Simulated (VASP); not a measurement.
Input:

```
CELL_PARAMETERS angstrom
      0.00000     2.41955     2.41955
      2.41955     0.00000     2.41955
      2.41955     2.41955     0.00000
ATOMIC_POSITIONS crystal
  Ca 0.00000 0.00000 0.00000
  O  0.50000 0.50000 0.50000
```

Level of theory: PBE GGA, VASP's PBE PAW potentials (set 64) (plane waves; VASP 6.6.1). Run with 520 eV cut-off, 9×9×9 Γ-centred mesh, Gaussian smearing of 0.050 eV, potentials Ca_sv O.

Problem. Predict the energy per atom (σ→0).

Solution. 
```
Item                           Result
---------------------  --------------
energy per atom (σ→0)  -6.403 eV/atom
```

The absolute energy has meaning only against runs of the same code, potentials and settings.

The compound is CaO in the rock salt structure. It was relaxed first.
